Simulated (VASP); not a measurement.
Method: vdW-DF-cx, VASP's PBE PAW potentials (set 64) (plane waves; VASP 6.6.1).

The input files of a VASP run:

**KPOINTS**
```
Automatic mesh
0
Gamma
10 10 10
0 0 0
```

### INCAR
```
GGA = CX
PREC = Accurate
LCHARG = .FALSE.
ALGO = Normal
SYSTEM = HgTe
ENCUT = 520   # plane-wave cut-off (eV)
LUSE_VDW = .TRUE.
ISIF = 2   # forces and stress, cell fixed
LWAVE = .FALSE.
LMAXMIX = 6
AGGAC = 0.0
ISMEAR = 1   # Methfessel-Paxton
EDIFF = 1E-7   # SCF stop (eV)
LREAL = .FALSE.   # projection in real space or not
SIGMA = 0.1
NELM = 100   # most electronic steps
LASPH = .TRUE.   # aspherical one-centre terms
```

File POSCAR:
```
HgTe
1
    0.0000000000     3.2058094905     3.2058094905
    3.2058094905     0.0000000000     3.2058094905
    3.2058094905     3.2058094905     0.0000000000
Hg Te
1 1
Direct
  0.0000000000   0.0000000000   0.0000000000
  0.2500000000   0.2500000000   0.2500000000
```

POTCAR, in this order: Hg Te (PBE.64 set). Program: vasp_std.

Unless said otherwise, spin-orbit coupling is left out, though it shifts the bands of the heavy elements here.

**Question.** What does the run give for the energy per atom (σ→0), pressure, band gap (on the k-mesh)?

**Answer.** 
The energy per atom (σ→0) is 465 meV/atom and the band gap (on the k-mesh) is none (metal, semimetal or under 0.01 eV). The pressure comes out as 2.90 GPa.

### OSZICAR
```
...
DAV:   7     0.929442372814E+00    0.79813E-02   -0.11964E-01  1350   0.279E+00    0.231E+00
DAV:   8     0.930798730030E+00    0.13564E-02   -0.12571E-02  1272   0.155E+00    0.660E-01
DAV:   9     0.930864294661E+00    0.65565E-04   -0.88182E-04  1397   0.375E-01    0.148E-01
DAV:  10     0.930841550848E+00   -0.22744E-04   -0.97958E-05  1385   0.104E-01    0.555E-02
DAV:  11     0.930827873221E+00   -0.13678E-04   -0.39802E-05  1307   0.607E-02    0.423E-02
DAV:  12     0.930829979781E+00    0.21066E-05   -0.56403E-06  1422   0.269E-02    0.189E-02
DAV:  13     0.930829978485E+00   -0.12960E-08   -0.46940E-07  1372   0.446E-03
   1 F= 0.93082998E+00 E0= 0.93075166E+00  d E =0.234948E-03
```

The compound is HgTe in the zinc blende structure. This cell is one point of a volume scan, at 0.94 of the reference volume.
